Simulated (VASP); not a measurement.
```xyz
2
Lattice="0.0000 3.1122 3.1122 3.1122 0.0000 3.1122 3.1122 3.1122 0.0000" Properties=species:S:1:pos:R:3 pbc="T T T"
Ga     0.0000     0.0000     0.0000
Sb     1.5561     1.5561     1.5561
```

Level of theory: RPBE GGA, VASP's PBE PAW potentials (set 64) (plane waves; VASP 6.6.1). Numerical set-up: 520 eV cut-off, 10×10×10 Γ-centred mesh, first-order Methfessel-Paxton smearing of 0.10 eV, potentials Ga_d Sb.

Unless said otherwise, spin-orbit coupling is left out, though it shifts the bands of the heavy elements here.

Task: Estimate the energy per atom (σ→0), pressure, band gap (on the k-mesh) with the smallest direct gap where there is one.

Result: 
```yaml
band gap (on the k-mesh): none (metal, semimetal or under 0.01 eV)
energy per atom (σ→0): -3.352 eV/atom
pressure: 1.28 GPa
```

The absolute energy has meaning only against runs of the same code, potentials and settings.

The compound is GaSb in the zinc blende structure. This cell is one point of a volume scan, at 0.97 of the reference volume.
